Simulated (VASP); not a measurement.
Data:

```
CELL_PARAMETERS angstrom
      1.74171    -3.01674     0.00000
      1.74171     3.01674     0.00000
      0.00000     0.00000     6.05067
ATOMIC_POSITIONS crystal
  Ti 0.00000 0.00000 0.00000
  Se 0.33333 0.66667 0.25460
  Se 0.66667 0.33333 0.74540
```

Calculation: AM05 GGA, VASP's PBE PAW potentials (set 64) (plane waves; VASP). Run with 520 eV cut-off, Gaussian smearing of 0.050 eV, potentials Ti_sv Se.

Without a dispersion term in the relaxation, distances and binding between the weakly bound layers, chains or molecules are unreliable, and so is what depends on them.

Problem. Give the energies of bands 7 to 15 at the high-symmetry points, in eV from the Fermi level.

Solution. 
```tsv
band	Γ	M	K	A	L	H
7	-5.50	-5.34	-4.38	-3.94	-5.39	-4.38
8	-2.25	-3.94	-4.09	-2.69	-4.68	-4.38
9	-2.25	-2.85	-4.09	-2.21	-2.82	-3.91
10	0.09	-2.74	-2.62	-2.21	-2.48	-3.21
11	0.47	-2.29	-2.62	0.41	-1.28	-2.15
12	0.47	-1.29	-2.50	0.41	-0.91	-2.15
13	0.56	0.03	1.18	0.46	-0.26	1.19
14	0.61	1.44	1.69	0.46	1.44	1.29
15	0.61	1.85	1.69	1.22	1.82	1.29
```

It has no gap at this level: it comes out as a metal or semimetal.

The compound is TiSe2 in the 1T layered structure. It was relaxed first.
